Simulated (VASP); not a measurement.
Here is the system:

```
CELL_PARAMETERS angstrom
      1.66704    -2.88740     0.00000
      1.66704     2.88740     0.00000
      0.00000     0.00000     5.17416
ATOMIC_POSITIONS crystal
  Sc 0.33333 0.66667 0.25000
  Sc 0.66667 0.33333 0.75000
```

Computed with PBE GGA with D3 dispersion (Becke-Johnson damping), VASP's PBE PAW potentials (set 64) (plane waves; VASP 6.6.1). Numerical set-up: 520 eV cut-off, 13×13×7 Γ-centred mesh, first-order Methfessel-Paxton smearing of 0.10 eV, potentials Sc_sv.

**Question.** Give the stress tensor in GPa (positive for a compressed cell).

**Answer.** 
```
-3.11   0.00   0.00
 0.00  -3.11   0.00
 0.00   0.00  -3.11
```
The pressure is its mean diagonal, -3.11 GPa.

The compound is Sc in the hcp structure. This cell is one point of a volume scan, at 1.06 of the reference volume.
